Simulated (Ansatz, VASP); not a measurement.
# Two plane-wave programs on AlGa3Sb2

```
Al Ga Sb
1.0
     5.32844    0.00000    0.00000
    -2.66422    4.61456    0.00000
     0.00000    0.00000    5.63600
Al Ga Sb
1 3 2
Direct
  0.00000 0.00000 0.00000
  0.33333 0.66667 0.00000
  0.66667 0.33333 0.00000
  0.00000 0.00000 0.50000
  0.33333 0.66667 0.50000
  0.66667 0.33333 0.50000
```

Alike in both runs: functional PBE; k mesh 3 × 3 × 4; occupations gaussian, width 0.1 eV; no spin polarisation.

Ansatz relaxed the structure, and its values are those at the end. VASP's run is a single point on that final structure, the one shown.

```csv
,VASP,Ansatz
version,VASP 6.6.1,Ansatz 0.2.0
potentials or method,"VASP PAW PBE potentials, release 64 (Al, Ga_d, Sb)","scalar-relativistic, plane waves, PAW"
plane-wave cutoff (eV),520,420
valence electrons in the cell,52,72
```

```tsv
	VASP	Ansatz	Ansatz less VASP
gap on the k mesh at the Fermi level (eV)	none	none	-
pressure (GPa)	0.3	0.2	-0.07
```

A gap of «none» marks a metal or a gap that the smearing closes. The two sets of potentials don't hold the same shells in valence.

Caveats: the k mesh is coarse (spacing up to 0.45 Å⁻¹), so the values aren't converged. Spin-orbit coupling is left out, which matters for the levels of Sb.
